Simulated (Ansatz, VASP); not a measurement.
**Two plane-wave programs on NaGeCl3**

```
CELL_PARAMETERS angstrom
5.06110 0.00000 0.00000
0.00000 5.06110 0.00000
0.00000 0.00000 5.06110
ATOMIC_POSITIONS crystal
Na 0.00000 0.00000 0.00000
Ge 0.50000 0.50000 0.50000
Cl 0.50000 0.50000 0.00000
Cl 0.50000 0.00000 0.50000
Cl 0.00000 0.50000 0.50000
```

Change from the starting cell: hydrostatic strain -2.5%.

Alike in both runs: task single point; functional r2SCAN; k mesh 6 × 6 × 6; no spin polarisation.

|  | VASP | Ansatz |
| --- | --- | --- |
| version | VASP 6.6.1 | Ansatz 0.2.0 |
| potentials or method | VASP PAW PBE potentials, release 64 (Na_pv, Ge_d, Cl) | plane waves, PAW |
| plane-wave cutoff (eV) | 520 | 500 |
| occupations | gaussian, width 0.01 eV | fixed |
| valence electrons in the cell | 42 | 44 |

```tsv
	VASP	Ansatz	Ansatz less VASP
gap on the k mesh at the Fermi level (eV)	0.28	0.26	-0.018
pressure (GPa)	2.1	2.2	+0.14
```

The two sets of potentials don't hold the same shells in valence.

Caveats: the PAW data sets were made with another functional, which shifts forces and pressure a little (VASP).
